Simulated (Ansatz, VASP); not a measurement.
# SnO2 in two plane-wave programs, part 2 of 3

Aim: how closely do two programs agree when they are given the same cell, functional and k mesh? The cell is generated by rule, not measured, and may not be a known phase. The cell is taken from a series of runs on this material, whose earlier steps may have relaxed, scaled, displaced or heated it; both programs get it as it stands.

VASP 6.6.1 and Ansatz 0.2.0.

So far: Set-up; Ansatz: zone-centre phonons, LDA.

### Step 3. VASP: zone-centre phonons, LDA

Level of this step: LDA; plane waves and PAW (Sn_d, O); invented cell (VASP).

The same cell, functional (in two slightly different forms) and mesh now go to VASP, with its own data sets.

Lines of VASP's logs that name or quote its potential files are left out, and so is its time.

The input, INCAR:

```
SYSTEM = SnO2
PREC = Accurate
ENCUT = 600
EDIFF = 1E-08
NELM = 120
ISMEAR = 0
SIGMA = 0.01
LREAL = .FALSE.
ALGO = Normal
GGA = CA
NBANDS = 19
LORBIT = 11
LWAVE = .FALSE.
LCHARG = .FALSE.
ISIF = 2
IBRION = 8
LEPSILON = .TRUE.
LASPH = .TRUE.
GGA_COMPAT = .FALSE.
EFERMI = MIDGAP
KPAR = 2
```

The input, POSCAR:

```
SnO2
1.0
    3.1811082052      0.0000000000      0.0000000000
   -1.5905541026      2.7549205179      0.0000000000
    0.0000000000      0.0000000000      4.4568595232
Sn O
1 2
Direct
    0.0000000000      0.0000000000      0.0000000000
    0.3333333333      0.6666666667      0.2215813156
    0.6666666667      0.3333333333      0.7784186844
```

The input, KPOINTS:

```
Automatic mesh
0
Gamma
9 9 6
0 0 0
```

PAW data sets: Sn_d and O (LDA family, release 64).

Run with:

```
$ mpirun -np 2 vasp_std
```

The log of the run:

```text
[banner, memory and clock lines left out]
running    2 mpi-ranks, on    1 nodes
 distrk:  each k-point on    1 cores,    2 groups
 distr:  one band on    1 cores,    1 groups

 POSCAR found type information on POSCAR SnO
 POSCAR found :  2 types and       3 ions
 LDA part: xc-table for (Slater(with rela. corr.)+CA(PZ))
 , standard interpolation
 POSCAR, INCAR and KPOINTS ok, starting setup
 FFT: planning ... GRIDC
 FFT: planning ... GRID_SOFT
 FFT: planning ... GRID
 WAVECAR not read
 entering main loop
       N       E                     dE             d eps       ncg     rms          rms(c)
DAV:   1     0.263166825025E+03    0.26317E+03   -0.14866E+04  2491   0.222E+03
DAV:   2     0.579971687460E+01   -0.25737E+03   -0.24483E+03  2581   0.526E+02
DAV:   3    -0.225999661136E+02   -0.28400E+02   -0.28079E+02  2779   0.151E+02
DAV:   4    -0.234338663633E+02   -0.83390E+00   -0.83278E+00  2775   0.266E+01
DAV:   5    -0.234514169882E+02   -0.17551E-01   -0.17549E-01  2891   0.398E+00    0.107E+01
DAV:   6    -0.205771787195E+02    0.28742E+01   -0.11320E+01  3704   0.599E+01    0.463E+00
DAV:   7    -0.205306631083E+02    0.46516E-01   -0.62266E-01  2416   0.689E+00    0.211E+00
DAV:   8    -0.204853152150E+02    0.45348E-01   -0.77543E-02  2628   0.288E+00    0.460E-01
DAV:   9    -0.204807675808E+02    0.45476E-02   -0.98048E-03  3496   0.163E+00    0.829E-02
DAV:  10    -0.204809233049E+02   -0.15572E-03   -0.13390E-03  2467   0.306E-01    0.342E-02
DAV:  11    -0.204809269450E+02   -0.36402E-05   -0.31803E-05  3631   0.651E-02    0.214E-02
DAV:  12    -0.204809265510E+02    0.39403E-06   -0.41348E-06  2832   0.245E-02    0.651E-03
DAV:  13    -0.204809264879E+02    0.63143E-07   -0.82762E-07  3094   0.988E-03    0.194E-03
DAV:  14    -0.204809264847E+02    0.31555E-08   -0.33758E-08  2616   0.187E-03
   1 F= -.20480926E+02 E0= -.20480926E+02  d E =0.000000E+00
 Linear response reoptimize wavefunctions to high precision
DAV:   1    -0.204809264821E+02    0.26257E-08   -0.12250E-08  2651   0.109E-03
DAV:   2    -0.204809264821E+02    0.20918E-10   -0.44753E-10  1265   0.178E-04
 Linear response G [H, r] |phi>, progress :
  Direction:   1
       N       E                     dE             d eps       ncg     rms
RMM:   1    -0.611896625929E+02   -0.61190E+02    0.88211E+02  3063   0.298E+02
RMM:   2    -0.818835554547E+02   -0.20694E+02   -0.36726E+01  4331   0.576E+01
RMM:   3    -0.825097126403E+02   -0.62616E+00   -0.14644E+00  4678   0.126E+01
RMM:   4    -0.826190184080E+02   -0.10931E+00   -0.22344E-01  4896   0.331E+00
RMM:   5    -0.826210522566E+02   -0.20338E-02   -0.19415E-02  4890   0.999E-01
RMM:   6    -0.826214470979E+02   -0.39484E-03   -0.41164E-03  5039   0.344E-01
RMM:   7    -0.826214645292E+02   -0.17431E-04   -0.61950E-04  4965   0.108E-01
RMM:   8    -0.826214544752E+02    0.10054E-04   -0.14564E-04  5050   0.366E-02
RMM:   9    -0.826213870916E+02    0.67384E-04    0.12284E-03  4968   0.131E-02
RMM:  10    -0.826214275203E+02   -0.40429E-04    0.70303E-04  4780   0.504E-03
RMM:  11    -0.826214123857E+02    0.15135E-04    0.47812E-04  4323   0.185E-03
RMM:  12    -0.826214507055E+02   -0.38320E-04    0.79804E-05  3837   0.804E-04
RMM:  13    -0.826214490024E+02    0.17031E-05    0.10094E-05  3122   0.405E-04
RMM:  14    -0.826214491368E+02   -0.13441E-06    0.21867E-06  2651   0.265E-04
RMM:  15    -0.826214494188E+02   -0.28197E-06   -0.11475E-05  2390   0.212E-04
RMM:  16    -0.826214494376E+02   -0.18758E-07    0.32538E-06  2258   0.197E-04
RMM:  17    -0.826214494339E+02    0.36368E-08   -0.42442E-06  2118   0.191E-04
RMM:  18    -0.826214494537E+02   -0.19739E-07    0.78020E-06  2049   0.189E-04
RMM:  19    -0.826214494627E+02   -0.89860E-08   -0.17645E-06  2017   0.190E-04
 Linear response G [H, r] |phi>, progress :
  Direction:   2
       N       E                     dE             d eps       ncg     rms
RMM:   1    -0.623856628608E+02   -0.62386E+02    0.84984E+02  3068   0.298E+02
RMM:   2    -0.815180538353E+02   -0.19132E+02   -0.38303E+01  4313   0.560E+01
RMM:   3    -0.819153683894E+02   -0.39731E+00   -0.16851E+00  4660   0.118E+01
RMM:   4    -0.819689079116E+02   -0.53540E-01   -0.19803E-01  4907   0.322E+00
RMM:   5    -0.819703359575E+02   -0.14280E-02   -0.16486E-02  4875   0.940E-01
RMM:   6    -0.819705688864E+02   -0.23293E-03   -0.32649E-03  5048   0.315E-01
RMM:   7    -0.819705749372E+02   -0.60508E-05   -0.39313E-04  4978   0.980E-02
RMM:   8    -0.819705791138E+02   -0.41766E-05   -0.48203E-04  5076   0.351E-02
RMM:   9    -0.819705768522E+02    0.22616E-05   -0.25041E-05  4939   0.121E-02
RMM:  10    -0.819705775067E+02   -0.65450E-06   -0.33729E-05  4787   0.443E-03
RMM:  11    -0.819705776542E+02   -0.14749E-06   -0.78842E-06  4388   0.173E-03
RMM:  12    -0.819705772710E+02    0.38323E-06    0.10274E-05  3876   0.740E-04
RMM:  13    -0.819705773545E+02   -0.83475E-07    0.25599E-06  3080   0.359E-04
[...]
RMM:   5    -0.398040433721E+00   -0.13181E-02   -0.21072E-04 10241   0.128E-01    0.119E-02
RMM:   6    -0.398132752577E+00   -0.92319E-04   -0.15291E-05 10862   0.341E-02    0.403E-03
RMM:   7    -0.398215837524E+00   -0.83085E-04   -0.13236E-06 10621   0.907E-03    0.656E-04
RMM:   8    -0.398229525937E+00   -0.13688E-04   -0.13408E-07 10936   0.298E-03    0.227E-04
[...]
RMM:  12    -0.237068593458E+00    0.17370E-05   -0.36331E-06  3668   0.153E-04    0.155E-05
RMM:  13    -0.237068224959E+00    0.36850E-06   -0.11377E-06  2332   0.678E-05    0.337E-06
 change of polarisation eV/A/(eV/A) component  3 :    -0.027    -0.047     0.447
 dielectric tensor                  component  3 :    -0.127    -0.218     3.070
 Linear response DOF=           4
 Linear response progress:
  Degree of freedom:   1/  4
       N       E                     dE             d eps       ncg     rms          rms(c)
RMM:   1    -0.201152621289E+00   -0.20115E+00    0.21738E+00  6755   0.182E+01
RMM:   2    -0.208387375583E+00   -0.72348E-02   -0.17263E-02  9516   0.118E+00    0.919E-02
RMM:   3    -0.208138013154E+00    0.24936E-03   -0.11405E-03  9796   0.263E-01    0.518E-02
RMM:   4    -0.207721262615E+00    0.41675E-03   -0.10822E-04 10563   0.812E-02    0.209E-02
RMM:   5    -0.207648273128E+00    0.72989E-04   -0.12185E-05 10715   0.268E-02    0.878E-03
RMM:   6    -0.207659672846E+00   -0.11400E-04   -0.12452E-06 10765   0.862E-03    0.107E-03
RMM:   7    -0.207665499570E+00   -0.58267E-05    0.26743E-07 11060   0.271E-03    0.164E-04
RMM:   8    -0.207666288026E+00   -0.78846E-06   -0.12652E-06 10978   0.104E-03    0.942E-05
RMM:   9    -0.207665849775E+00    0.43825E-06   -0.50482E-07 11362   0.435E-04    0.449E-05
RMM:  10    -0.207665924979E+00   -0.75204E-07    0.38983E-08 10958   0.211E-04    0.619E-06
RMM:  11    -0.207665885223E+00    0.39756E-07    0.43841E-08 11449   0.111E-04    0.266E-06
RMM:  12    -0.207665862935E+00    0.22289E-07    0.61808E-08 11051   0.636E-05    0.177E-06
RMM:  13    -0.207665857802E+00    0.51329E-08    0.34517E-08  9899   0.391E-05    0.590E-07
 first order change of Fermi-energy   0.40455E-04
 force on displaced ion       1 direction 1 : -16.118   0.000   0.000
 Born effective charge ion    1 direction 1 :   4.441   0.000   0.000
 Linear response progress:
  Degree of freedom:   2/  4
       N       E                     dE             d eps       ncg     rms          rms(c)
RMM:   1    -0.219385956675E+00   -0.21939E+00    0.23640E+00  3013   0.194E+01
RMM:   2    -0.224077553835E+00   -0.46916E-02   -0.21053E-02  4199   0.126E+00    0.137E-01
RMM:   3    -0.222766211603E+00    0.13113E-02   -0.15280E-03  4264   0.315E-01    0.772E-02
RMM:   4    -0.221286783285E+00    0.14794E-02   -0.49674E-04  4306   0.167E-01    0.144E-02
RMM:   5    -0.221257354855E+00    0.29428E-04   -0.25035E-05  4600   0.401E-02    0.100E-02
RMM:   6    -0.221282532143E+00   -0.25177E-04    0.31436E-07  4496   0.116E-02    0.498E-03
RMM:   7    -0.221301988632E+00   -0.19456E-04    0.10567E-06  4506   0.426E-03    0.128E-03
RMM:   8    -0.221300506420E+00    0.14822E-05    0.98277E-07  4605   0.155E-03    0.630E-04
RMM:   9    -0.221304453167E+00   -0.39467E-05   -0.23399E-07  4665   0.519E-04    0.629E-05
RMM:  10    -0.221304309495E+00    0.14367E-06   -0.32238E-07  4789   0.147E-04    0.141E-05
RMM:  11    -0.221304506955E+00   -0.19746E-06    0.72194E-08  4917   0.514E-05    0.497E-06
RMM:  12    -0.221304510974E+00   -0.40196E-08   -0.16470E-08  4944   0.193E-05    0.108E-06
 first order change of Fermi-energy   0.21026E-03
 force on displaced ion       1 direction 3 :   0.000  -0.000 -19.905
 Born effective charge ion    1 direction 3 :  -0.000  -0.000   2.166
 Linear response progress:
  Degree of freedom:   3/  4
       N       E                     dE             d eps       ncg     rms          rms(c)
RMM:   1    -0.365624812084E+00   -0.36562E+00    0.21518E-01 19642   0.415E+00
RMM:   2    -0.350588183363E+00    0.15037E-01   -0.69366E-03 15359   0.103E+00    0.161E-01
RMM:   3    -0.352146625766E+00   -0.15584E-02   -0.11978E-03 16869   0.277E-01    0.828E-02
RMM:   4    -0.353569940676E+00   -0.14233E-02   -0.40497E-04 16645   0.141E-01    0.168E-02
RMM:   5    -0.353609818370E+00   -0.39878E-04   -0.33080E-06 17674   0.280E-02    0.426E-03
RMM:   6    -0.353552500571E+00    0.57318E-04   -0.87606E-07 17681   0.797E-03    0.132E-03
RMM:   7    -0.353556334093E+00   -0.38335E-05    0.10927E-06 18111   0.227E-03    0.333E-04
RMM:   8    -0.353551640861E+00    0.46932E-05    0.71798E-07 18292   0.864E-04    0.893E-05
RMM:   9    -0.353552041254E+00   -0.40039E-06    0.14455E-07 18902   0.286E-04    0.332E-05
RMM:  10    -0.353552366887E+00   -0.32563E-06    0.16650E-07 19044   0.112E-04    0.530E-06
RMM:  11    -0.353552355381E+00    0.11506E-07    0.12263E-07 19043   0.418E-05    0.352E-06
RMM:  12    -0.353552401374E+00   -0.45993E-07   -0.13994E-09 18428   0.206E-05    0.468E-07
RMM:  13    -0.353552393786E+00    0.75885E-08    0.32937E-10 16123   0.113E-05    0.147E-07
 first order change of Fermi-energy  -0.35420E-04
 force on displaced ion       2 direction 1 : -10.497  -0.001   0.000
 Born effective charge ion    2 direction 1 :  -2.221   0.000   0.000
 Linear response progress:
  Degree of freedom:   4/  4
       N       E                     dE             d eps       ncg     rms          rms(c)
RMM:   1    -0.381487627886E+00   -0.38149E+00    0.19971E-01  4749   0.428E+00
RMM:   2    -0.369230621529E+00    0.12257E-01   -0.10398E-02  4115   0.101E+00    0.190E-01
RMM:   3    -0.370161411000E+00   -0.93079E-03   -0.16496E-03  4180   0.295E-01    0.837E-02
RMM:   4    -0.370937271017E+00   -0.77586E-03   -0.20817E-04  4120   0.117E-01    0.396E-02
RMM:   5    -0.371404971287E+00   -0.46770E-03   -0.70205E-05  4408   0.641E-02    0.115E-02
RMM:   6    -0.371427187210E+00   -0.22216E-04   -0.21133E-06  4462   0.145E-02    0.596E-03
RMM:   7    -0.371408984788E+00    0.18202E-04   -0.64377E-07  4191   0.827E-03    0.886E-04
RMM:   8    -0.371412891669E+00   -0.39069E-05    0.19889E-07  4384   0.216E-03    0.395E-04
RMM:   9    -0.371411916511E+00    0.97516E-06    0.43669E-08  4508   0.790E-04    0.114E-04
RMM:  10    -0.371412178722E+00   -0.26221E-06   -0.17256E-08  4499   0.257E-04    0.409E-05
RMM:  11    -0.371412094645E+00    0.84076E-07   -0.17847E-09  4613   0.104E-04    0.916E-06
RMM:  12    -0.371412143524E+00   -0.48878E-07   -0.17457E-08  4411   0.490E-05    0.253E-06
RMM:  13    -0.371412131878E+00    0.11646E-07   -0.99125E-09  4812   0.201E-05    0.911E-07
RMM:  14    -0.371412133135E+00   -0.12571E-08   -0.68036E-09  4510   0.912E-06    0.312E-07
 first order change of Fermi-energy  -0.38569E+00
 force on displaced ion       2 direction 3 :  -0.000   0.000 -12.299
 Born effective charge ion    2 direction 3 :   0.000  -0.000  -1.084
 Born effective charges drift removed
 Linear response finished
```

[end of part 2 of 3]

[Lines on the potential files, build, host, timing and source positions are cut from VASP's logs without a mark.]

[Logs are printed without paths, hosts, clocks, repeated set-up lines and the standing remarks that a program may print on its own settings, such as how far it seeks lower states.]

[Hosts, paths, dates, database ids (printed as entryN), source tags and the programs' standing remarks are cut or masked in the printed files.]
